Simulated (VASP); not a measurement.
## Ni3Sn4 with LDA: from relaxation to properties

Aim: relax Ni3Sn4, then compute properties on the relaxed cell. The steps: relaxing cell and atoms (LDA), second relaxation, single point with fields (LDA), bands along the symmetry lines (LDA), total and projected DOS (LDA), volume scan with LDA and fit for LDA. The start is a cell from a database of measured crystal structures.

Program: VASP 6.6.1. Level of theory: LDA, spin-polarised from a ferromagnetic start; plane waves and PAW (Ni, Sn_d). Results are calculated unless marked as measured.

### Step 1. Starting point

Before any relaxation, the start is as follows. Symmetry: C2/m, No. 12, monoclinic system. The conventional cell has a = 12.214 Å, b = 4.060 Å, c = 5.219 Å, α = 90.00°, β = 105.00°, γ = 90.00°. Ni has 6 Sn at 2.54 to 2.61 Å and 2 Ni at 2.75 Å nearest. Nearest to Ni lie 3 Ni at 2.65 to 2.75 Å and 7 Sn at 2.65 to 2.77 Å. Nearest to Sn lie 5 Ni at 2.54 to 2.68 Å. Nearest to Sn lie 5 Ni at 2.61 to 2.77 Å. Farther neighbours are not listed.

Structure file:

```xyz
7
Lattice="0.0000 4.0600 0.0000 -1.3508 0.0000 5.0412 6.1070 -2.0300 0.0000" Properties=species:S:1:pos:R:3 pbc="T T T"
Ni    0.0000    0.0000    0.0000
Ni    2.1673    0.0000    1.6984
Ni    2.5890    2.0300    3.3428
Sn    1.0011    0.0000    4.0949
Sn    3.7551    2.0300    0.9462
Sn    4.3077    0.0000    3.4603
Sn    0.4485    2.0300    1.5809
```

### Step 2. Relaxing cell and atoms (LDA)

The start need not lie at this functional's minimum. ISIF = 3 frees volume, shape and positions, and EDIFFG sets the threshold on forces and stress at which the search stops. LDA, the lowest rung, knows the local density alone.

Input file INCAR:

```
SYSTEM = Ni3Sn4
PREC = Accurate
ENCUT = 400
EDIFF = 1E-06
NELM = 100
ISMEAR = 1
SIGMA = 0.2
LREAL = .FALSE.
ALGO = Normal
GGA = CA
NBANDS = 58
ISPIN = 2
MAGMOM = 1 1 1 0 0 0 0
LASPH = .TRUE.
LMAXMIX = 4
LORBIT = 11
LWAVE = .FALSE.
LCHARG = .FALSE.
KPAR = 4
IBRION = 2
NSW = 60
ISIF = 3
EDIFFG = -0.01
```

Input file POSCAR:

```
Ni3Sn4
1.0
    0.0000000000      4.0600000000      0.0000000000
   -1.3507765964      0.0000000000      5.0411668874
    6.1070000000     -2.0300000000      0.0000000000
Ni Sn
3 4
Direct
    0.0000000000      0.0000000000      0.0000000000
    0.2147000000      0.3369000000      0.4294000000
    0.7853000000      0.6631000000      0.5706000000
    0.1718000000      0.8123000000      0.3436000000
    0.8282000000      0.1877000000      0.6564000000
    0.4286000000      0.6864000000      0.8572000000
    0.5714000000      0.3136000000      0.1428000000
```

Input file KPOINTS:

```
Automatic mesh
0
Gamma
5 4 5
0 0 0
```

PAW data sets: Ni and Sn_d (LDA family, release 64).

Run with:

```console
$ mpirun -np 4 vasp_std
```

The log of the run:

```text
[banner, memory and clock lines left out]
running    4 mpi-ranks, on    1 nodes
 distrk:  each k-point on    1 cores,    4 groups
 distr:  one band on    1 cores,    1 groups

 POSCAR found type information on POSCAR NiSn
 POSCAR found :  2 types and       7 ions
 LDA part: xc-table for (Slater(with rela. corr.)+CA(PZ))
 , standard interpolation
 POSCAR, INCAR and KPOINTS ok, starting setup
 FFT: planning ... GRIDC
 FFT: planning ... GRID_SOFT
 FFT: planning ... GRID
 WAVECAR not read
 entering main loop
       N       E                     dE             d eps       ncg     rms          rms(c)
DAV:   1     0.832511617531E+03    0.83251E+03   -0.32271E+04  7992   0.208E+03
DAV:   2     0.101354562063E+03   -0.73116E+03   -0.70392E+03  7656   0.551E+02
DAV:   3    -0.342086170958E+02   -0.13556E+03   -0.13172E+03  7976   0.207E+02
DAV:   4    -0.417993717842E+02   -0.75908E+01   -0.75355E+01  8814   0.558E+01
DAV:   5    -0.420119492233E+02   -0.21258E+00   -0.21250E+00 10130   0.879E+00    0.178E+01
DAV:   6    -0.478975083989E+02   -0.58856E+01   -0.42812E+01  9500   0.666E+01    0.254E+01
DAV:   7    -0.397228303835E+02    0.81747E+01   -0.16671E+01  8796   0.478E+01    0.377E+00
DAV:   8    -0.397314389392E+02   -0.86086E-02   -0.23251E+00  9900   0.113E+01    0.384E+00
DAV:   9    -0.396686526589E+02    0.62786E-01   -0.73768E-01  8566   0.105E+01    0.259E+00
DAV:  10    -0.396206630011E+02    0.47990E-01   -0.25590E-01  8568   0.792E+00    0.683E-01
DAV:  11    -0.396196055233E+02    0.10575E-02   -0.28550E-02  8560   0.147E+00    0.284E-01
DAV:  12    -0.396187514253E+02    0.85410E-03   -0.35924E-03 10336   0.490E-01    0.169E-01
DAV:  13    -0.396185522684E+02    0.19916E-03   -0.51692E-04  9868   0.179E-01    0.842E-02
DAV:  14    -0.396185356075E+02    0.16661E-04   -0.83241E-05  9270   0.109E-01    0.352E-02
DAV:  15    -0.396185371973E+02   -0.15898E-05   -0.12990E-05  8524   0.237E-02    0.141E-02
DAV:  16    -0.396185364931E+02    0.70424E-06   -0.21614E-06  5704   0.144E-02
   1 F= -.39618536E+02 E0= -.39615143E+02  d E =-.396185E+02  mag=    -0.0001
 curvature:   0.00 expect dE= 0.000E+00 dE for cont linesearch  0.000E+00
 trial: gam= 0.00000 g(F)=  0.326E-02 g(S)=  0.394E+00 ort = 0.000E+00 (trialstep = 0.100E+01)
 search vector abs. value=  0.397E+00
 bond charge predicted
       N       E                     dE             d eps       ncg     rms          rms(c)
DAV:   1    -0.516701978190E+02   -0.12052E+02   -0.15048E+02  8518   0.123E+02    0.297E+01
DAV:   2    -0.605354903541E+02   -0.88653E+01   -0.10235E+02  8874   0.123E+02    0.394E+01
DAV:   3    -0.402812400127E+02    0.20254E+02   -0.40807E+01  8728   0.792E+01    0.680E+00
DAV:   4    -0.400397228765E+02    0.24152E+00   -0.81289E+00  9572   0.236E+01    0.670E+00
DAV:   5    -0.397677042798E+02    0.27202E+00   -0.22808E+00  9028   0.183E+01    0.432E+00
DAV:   6    -0.396969701731E+02    0.70734E-01   -0.45559E-01  9592   0.103E+01    0.298E+00
DAV:   7    -0.396609226147E+02    0.36048E-01   -0.93104E-02  8812   0.253E+00    0.173E+00
DAV:   8    -0.396403922062E+02    0.20530E-01   -0.36460E-02 11192   0.178E+00    0.399E-01
DAV:   9    -0.396409618302E+02   -0.56962E-03   -0.72095E-03  8146   0.435E-01    0.356E-01
DAV:  10    -0.396406119235E+02    0.34991E-03   -0.56205E-04 10852   0.237E-01    0.174E-01
DAV:  11    -0.396405528241E+02    0.59099E-04   -0.27487E-04 10584   0.139E-01    0.271E-02
DAV:  12    -0.396405558374E+02   -0.30133E-05   -0.34570E-05  7822   0.400E-02    0.247E-02
DAV:  13    -0.396405548913E+02    0.94611E-06   -0.38524E-06  6336   0.182E-02
   2 F= -.39640555E+02 E0= -.39636977E+02  d E =-.220184E-01  mag=     0.0000
[... from here on, the cycles between the ionic steps are left out ...]
   3 F= -.39730851E+02 E0= -.39727194E+02  d E =-.112315E+00  mag=    -0.0000
   4 F= -.39730807E+02 E0= -.39727149E+02  d E =-.112270E+00  mag=     0.0000
   5 F= -.39731760E+02 E0= -.39728193E+02  d E =-.953553E-03  mag=     0.0000
   6 F= -.39732297E+02 E0= -.39728900E+02  d E =-.149047E-02  mag=     0.0000
   7 F= -.39732331E+02 E0= -.39728903E+02  d E =-.152454E-02  mag=    -0.0000
   8 F= -.39732580E+02 E0= -.39729234E+02  d E =-.248954E-03  mag=    -0.0000
   9 F= -.39732600E+02 E0= -.39729235E+02  d E =-.268590E-03  mag=     0.0000
  10 F= -.39732781E+02 E0= -.39729480E+02  d E =-.181135E-03  mag=    -0.0000
  11 F= -.39732778E+02 E0= -.39729494E+02  d E =-.178593E-03  mag=    -0.0000
  12 F= -.39732782E+02 E0= -.39729488E+02  d E =-.182300E-03  mag=    -0.0000
 curvature:  -0.41 expect dE=-0.391E-04 dE for cont linesearch -0.506E-07
 trial: gam= 0.23121 g(F)=  0.551E-04 g(S)=  0.407E-04 ort = 0.783E-05 (trialstep = 0.117E+01)
 search vector abs. value=  0.126E-03
 bond charge predicted
       N       E                     dE             d eps       ncg     rms          rms(c)
DAV:   1    -0.397330512373E+02   -0.26897E-03   -0.34449E-02  8636   0.885E-01    0.119E-01
DAV:   2    -0.397331327909E+02   -0.81554E-04   -0.21705E-03  9820   0.545E-01    0.141E-01
DAV:   3    -0.397329065418E+02    0.22625E-03   -0.92734E-04  8892   0.397E-01    0.613E-02
DAV:   4    -0.397329178768E+02   -0.11335E-04   -0.35977E-04  9884   0.325E-01    0.834E-02
DAV:   5    -0.397328440523E+02    0.73825E-04   -0.17727E-04  9732   0.233E-01    0.964E-03
DAV:   6    -0.397328452915E+02   -0.12392E-05   -0.28440E-05  8390   0.355E-02    0.457E-03
DAV:   7    -0.397328451705E+02    0.12105E-06   -0.21087E-06  5134   0.154E-02
  13 F= -.39732845E+02 E0= -.39729573E+02  d E =-.630007E-04  mag=     0.0000
 trial-energy change:   -0.000063  1 .order   -0.000068   -0.000114   -0.000023
 step:   1.7763(harm=  1.4557)  dis= 0.00213  next Energy=   -39.732850 (dE=-0.681E-04)
 reached required accuracy - stopping structural energy minimisation
```

The job ended after 5.2 min (4 MPI ranks of Intel Xeon 6975P-C (Granite Rapids), shared host; peak memory 1.4 GiB).

Lines that name or quote the potential files are left out of all logs, and their timing lines are given in words.

Parts of OUTCAR (step 2):

```text
ion  position               nearest neighbor table
   1  0.000  0.000  0.000-   4 2.54   5 2.54   7 2.61   6 2.61   7 2.61   6 2.61   3 2.75   2 2.75

  LATTYP: Found a base centered monoclinic cell.
 ALAT       =    12.2140000000
 B/A-ratio  =     0.3324054364
 C/A-ratio  =     0.4272965449
 COS(beta)  =    -0.2588190451

 Subroutine GETGRP returns: Found  4 space group operations
 (whereof  4 operations were pure point group operations)

The static configuration has the point symmetry C_2h.

 Found     33 irreducible k-points:

   k-points           NKPTS =     33   k-points in BZ     NKDIM =     33   number of bands    NBANDS=     58

   dimension x,y,z NGX =    28 NGY =   36 NGZ =   42
   dimension x,y,z NGXF=    56 NGYF=   72 NGZF=   84

   ENCUT  =  400.0 eV  29.40 Ry    5.42 a.u.   6.62  8.51 10.49*2*pi/ulx,y,z

   NELECT =      86.0000    total number of electrons

 k-points in reciprocal lattice and weights: Automatic mesh
   0.00000000  0.00000000  0.00000000       0.010
   0.20000000  0.00000000  0.00000000       0.040
   0.40000000 -0.00000000  0.00000000       0.040
   0.00000000  0.25000000  0.00000000       0.020
   0.20000000  0.25000000  0.00000000       0.040
   0.40000000  0.25000000  0.00000000       0.040
  -0.40000000  0.25000000 -0.00000000       0.040
  -0.20000000  0.25000000  0.00000000       0.040
   0.00000000  0.50000000  0.00000000       0.010
[...]
0.20000000  0.50000000  0.40000000       0.020
   0.00000000 -0.25000000  0.40000000       0.020

 average (electrostatic) potential at core
       1 -81.0149       2 -80.9722       3 -80.9722       4 -96.3990       5 -96.3990
       6 -96.3340       7 -96.3340

 E-fermi :  10.1775

 spin component 1
 k-point     1 :       0.0000    0.0000    0.0000
  band No.  band energies     occupation
    ...
     39       8.6826      1.00000
     40       8.8485      1.00000
     41       9.3396      1.00000
     42       9.8584      1.02327
     43       9.9579      1.03254
     44      10.7445     -0.00023
     45      11.1294     -0.00000
     46      12.1756     -0.00000
     47      14.5980      0.00000
     48      14.6253      0.00000
    ...

 k-point     2 :       0.2000    0.0000    0.0000
  band No.  band energies     occupation
    ...
     40       8.7480      1.00000
     41       9.1114      1.00000
     42       9.3005      1.00000
     43       9.4413      1.00000
     44      10.0371      0.96056
     45      11.9999     -0.00000
     46      12.3987     -0.00000
     47      13.3486     -0.00000
     48      14.2257      0.00000
     49      14.7495      0.00000
    ...

 k-point     3 :       0.4000   -0.0000    0.0000
  band No.  band energies     occupation
    ...
     40       8.7720      1.00000
     41       8.8177      1.00000
     42       9.0054      1.00000
     43       9.2612      1.00000
     44       9.7477      1.00480
     45      10.8280     -0.00002
     46      11.3925     -0.00000
     47      12.1968     -0.00000
     48      13.1875     -0.00000
     49      13.4608     -0.00000
    ...

 k-point     4 :       0.0000    0.2500    0.0000
  band No.  band energies     occupation
    ...
     38       8.6826      1.00000
     39       8.8382      1.00000
     40       9.2465      1.00000
     41       9.7591      1.00587
     42      10.0514      0.93327
     43      10.2896      0.09850
     44      11.2312     -0.00000
     45      11.3701     -0.00000
     46      12.6871     -0.00000
     47      13.0398     -0.00000
    ...

 k-point     5 :       0.2000    0.2500    0.0000
  band No.  band energies     occupation
    ...
     39       8.8021      1.00000
     40       8.8283      1.00000
     41       9.2556      1.00000
     42       9.6197      1.00029
     43      10.0526      0.93066
     44      10.2335      0.27300
     45      10.9045     -0.00000
     46      11.7452     -0.00000
     47      12.0961     -0.00000
     48      15.1418      0.00000
    ...

 k-point     6 :       0.4000    0.2500    0.0000
  band No.  band energies     occupation
    ...
     40       8.6745      1.00000
     41       8.9916      1.00000
     42       9.1569      1.00000
     43       9.5838      1.00011
     44       9.7119      1.00241
     45      10.7924     -0.00006
     46      11.1559     -0.00000
     47      12.5198     -0.00000
     48      13.4246     -0.00000
     49      13.4928     -0.00000
    ...

  Total        0.0270501      0.0198499      0.0378704      0.0000000      0.0000000      0.0013695
  in kB        0.3646686      0.2676011      0.5105396      0.0000000      0.0000000      0.0184627
  external PRESSURE =       0.3809364 kB  Pullay stress =       0.0000000 kB

  energy-cutoff  :      400.00
  volume of cell :      118.84
      direct lattice vectors                 reciprocal lattice vectors
     0.000000000  3.997740750  0.000000000     0.083530663  0.250141283  0.022613676
    -1.344519978  0.000000000  4.966403769     0.000779211  0.000000000  0.201563890
     5.992096984 -1.998870375 -0.023164402     0.167061325  0.000000000  0.045227352

 POSITION                                       TOTAL-FORCE (eV/Angst)
 -----------------------------------------------------------------------------------
      0.00000      0.00000      0.00000         0.000000     -0.000000     -0.000000
      2.13063      0.00000      1.65952         0.007102      0.000000     -0.001358
      2.51695      1.99887      3.28372        -0.007102     -0.000000      0.001358
      0.96150     -0.00000      4.02255        -0.001128      0.000000      0.000572
      3.68608      1.99887      0.92069         0.001128     -0.000000     -0.000572
      4.20525      0.00000      3.38777        -0.005795     -0.000000      0.003995
      0.44233      1.99887      1.55547         0.005795      0.000000     -0.003995
 -----------------------------------------------------------------------------------
    total drift:                               -0.000000      0.000000     -0.000000

  FREE ENERGIE OF THE ION-ELECTRON SYSTEM (eV)
  ---------------------------------------------------
  free  energy   TOTEN  =       -39.7328451705 eV

  energy  without entropy=      -39.7230285744  energy(sigma->0) =      -39.72957297

 reached required accuracy - stopping structural energy minimisation

 total charge
# of ion       s       p       d       tot
------------------------------------------
    1        0.467   0.512   8.487   9.467
    2        0.441   0.494   8.491   9.425
    3        0.441   0.494   8.491   9.425
    4        1.172   1.202  10.046  12.420
    5        1.172   1.202  10.046  12.420
    6        1.167   1.206  10.046  12.419
    7        1.167   1.206  10.046  12.419
--------------------------------------------------
tot          6.025   6.314  65.655  77.994

 magnetization (x)
# of ion       s       p       d       tot
------------------------------------------
    1        0.000   0.000   0.000   0.000
    2        0.000   0.000   0.000   0.000
    3        0.000   0.000   0.000   0.000
    4        0.000   0.000   0.000   0.000
    5        0.000   0.000   0.000   0.000
    6        0.000   0.000   0.000   0.000
    7        0.000   0.000   0.000   0.000
--------------------------------------------------
tot          0.000   0.000   0.000   0.000

[... 1 further part left out ...]
```

CONTCAR:

```
Ni3Sn4
   1.00000000000000
     0.0000000000000000    3.9977407496253927    0.0000000000000000
    -1.3445199778904551    0.0000000000000000    4.9664037693478296
     5.9920969843886267   -1.9988703748126964   -0.0231644023522752
  Ni              Sn
     3     4
Direct
     0.0000000000000000    0.0000000000000000    0.0000000000000000
     0.2155004518393173    0.3361600603279369    0.4310009036786346
     0.7844995481606826    0.6638399396720631    0.5689990963213652
     0.1712789824992762    0.8115491995055423    0.3425579649985595
     0.8287210175007238    0.1884508004944575    0.6574420350014405
     0.4278773483994475    0.6861292509936477    0.8557546967988878
     0.5721226516005526    0.3138707490063521    0.1442453032011122
```

The moments of the start collapse, so the state is non-magnetic; other starts or orders were not tried. The k-mesh is coarse for a metal. The run keeps the 4 symmetry operations of its start, so it cannot find a distortion of lower symmetry.

Step by step:

```
step  energy less that of the first step (eV)  largest force (eV/Å)  pressure (GPa)  volume (Å³)
   1                                   0.0000                0.1758           -5.59       124.99
   2                                  -0.0220                0.1270            6.16       114.05
   3                                  -0.1123                0.0395           -0.01       118.98
   4                                  -0.1123                0.0421            0.08       118.87
   5                                  -0.1132                0.0359            0.12       118.84
   6                                  -0.1138                0.0430            0.13       118.79
   7                                  -0.1138                0.0420            0.13       118.80
   8                                  -0.1140                0.0271           -0.24       119.08
   9                                  -0.1141                0.0306           -0.12       119.01
  10                                  -0.1142                0.0162           -0.05       118.90
  11                                  -0.1142                0.0209            0.08       118.87
  12                                  -0.1142                0.0179           -0.01       118.88
  13                                  -0.1143                0.0072            0.04       118.84
```

```
     cell as run  before   after  change
           a (Å)   4.060   3.998  -1.5 %
           b (Å)   5.219   5.145  -1.4 %
           c (Å)   6.436   6.317  -1.8 %
           α (°)  104.22  104.56  +0.3 %
           β (°)  108.39  108.45  +0.1 %
volume (Å³/atom)   17.86   16.98  -4.9 %
```

The atoms that moved most (Å, as changes of fractional coordinates times the final cell):

```
atom      dx     dy      dz  length
 Ni2   0.011  0.000  -0.004   0.011
 Ni3  -0.011  0.000   0.004   0.011
 Sn6  -0.008  0.000  -0.001   0.008
 Sn7   0.008  0.000   0.001   0.008
 Sn4  -0.005  0.000  -0.004   0.006
 Sn5   0.005  0.000   0.004   0.006
```

The relaxed structure:

```xyz
7
Lattice="0.0000 3.9977 0.0000 -1.3445 0.0000 4.9664 5.9921 -1.9989 -0.0232" Properties=species:S:1:pos:R:3 pbc="T T T"
Ni    0.0000    0.0000    0.0000
Ni    2.1306    0.0000    1.6595
Ni    2.5170    1.9989    3.2837
Sn    0.9615    0.0000    4.0225
Sn    3.6861    1.9989    0.9207
Sn    4.2053    0.0000    3.3878
Sn    0.4423    1.9989    1.5555
```

Numbers from this step:

- electrons: 86
- bands: 58
- irreducible k-points: 33
- symmetry operations: 4
- free energy (TOTEN): -39.73 eV
- energy at zero smearing: -39.73 eV
- Fermi energy: 10.18 eV
- pressure: 0.03809 GPa
- metallic: yes
- SCF cycles over all ionic steps: 111

The spin moment in the PAW sphere vanishes on all atoms.

It ends with a largest force of 0.007 eV/Å and a pressure of 0.04 GPa. The volume lies -4.9 % from that of the database's start, which holds the thermal and zero-point expansion of its experiment. LDA is known to overbind.

(Continued in part 2 of 5.)

[Lines on the potential files, build, host, timing and source positions are cut from VASP's logs without a mark.]

[Logs are printed without paths, hosts, clocks, repeated set-up lines and the standing remarks that a program may print on its own settings, such as how far it seeks lower states.]

[Hosts, paths, dates, database ids (printed as entryN), source tags and the programs' standing remarks are cut or masked in the printed files.]

[A measured line is paired with the nearest computed mode of its activity, which favours agreement.]
